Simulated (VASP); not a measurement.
Here is the system:

```xyz
4
Lattice="3.8117 0.0000 0.0000 0.0000 3.8117 0.0000 0.0000 0.0000 4.8427" Properties=species:S:1:pos:R:3 pbc="T T T"
Sn     1.9058     3.8117     3.6878
Sn     0.0000     1.9058     1.1549
O      1.9058     1.9058     0.0000
O      0.0000     0.0000     0.0000
```

Level of theory: AM05 GGA, VASP's PBE PAW potentials (set 64) (plane waves; VASP). Numerical set-up: 520 eV cut-off, 7×7×5 Γ-centred mesh, tetrahedra with Blöchl corrections, potentials Sn_d O.

The cores are frozen, which limits the accuracy of field gradients. Without a dispersion term in the relaxation, distances and binding between the weakly bound layers, chains or molecules are unreliable, and so is what depends on them.

Give the principal components of the electric field gradient (V/Å²) and the asymmetry η at each nucleus.

```
atom   Vxx   Vyy     Vzz     η
----  ----  ----  ------  ----
Sn1   81.4  81.4  -162.7  0.00
Sn2   81.4  81.4  -162.7  0.00
O3    -0.5  -0.5     0.9  0.00
O4    -0.5  -0.5     0.9  0.00
```

The compound is SnO in the litharge structure. It was relaxed first.
